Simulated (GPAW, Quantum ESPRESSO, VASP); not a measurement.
TiSb2 (I4/mcm, 6 atoms in the cell) computed with different codes at matched settings

Self-consistent single point.

```
CELL_PARAMETERS angstrom
     -3.35146     3.35146     2.89799
      3.35146    -3.35146     2.89799
      3.35146     3.35146    -2.89799
ATOMIC_POSITIONS crystal
  Ti 0.25000 0.25000 0.00000
  Ti 0.75000 0.75000 0.00000
  Sb 0.65204 0.84796 0.50000
  Sb 0.34796 0.15204 0.50000
  Sb 0.84796 0.34796 0.19592
  Sb 0.15204 0.65204 0.80408
```

Shared settings, as Quantum ESPRESSO writes them: occupations = smearing; smearing = fermi-dirac; degauss = 0.0073499 Ry; K_POINTS = automatic 2 2 2 0 0 0. Potentials and cutoffs stand in the table.

```csv
code,model,pressure (GPa),largest force (eV/Å),cutoff
Quantum ESPRESSO,"PBEsol, PseudoDojo standard norm-conserving (PBESOL) pseudopotentials",-1.73,0.043,85 Ry
VASP,"PBEsol, VASP's PBE PAW potentials (set 64)",-1.66,0.062,300 eV
GPAW,"PBEsol, GPAW PAW datasets PBEsol (made by gpaw-setup)",-1.88,0.026,800 eV
```

On Quantum ESPRESSO's run: spin-orbit coupling is off. Spin polarisation is off.

The spread over the programs that give each value: pressure within 0.22 GPa; largest force within 0.036 eV/Å.

On the base mesh (5 5 5 0 0 0) the same programs gave: GPAW pressure -3.38 GPa; Quantum ESPRESSO pressure -3.19 GPa; VASP pressure -3.14 GPa.

The values differ from the base mesh's, so the mesh still matters here: the table compares the programs at equal settings.

VASP's run is marked for a possible Pulay error in its stress at this cutoff; no cutoff test was made.

The starting cell comes from a database of computed structures (which also holds hypothetical and non-ambient phases and stackings), without a prior relaxation at this level.

Left out of this page: Ansatz, Elk, FLEUR and SIESTA (not drawn, or without a comparable value); CP2K (on another mesh).
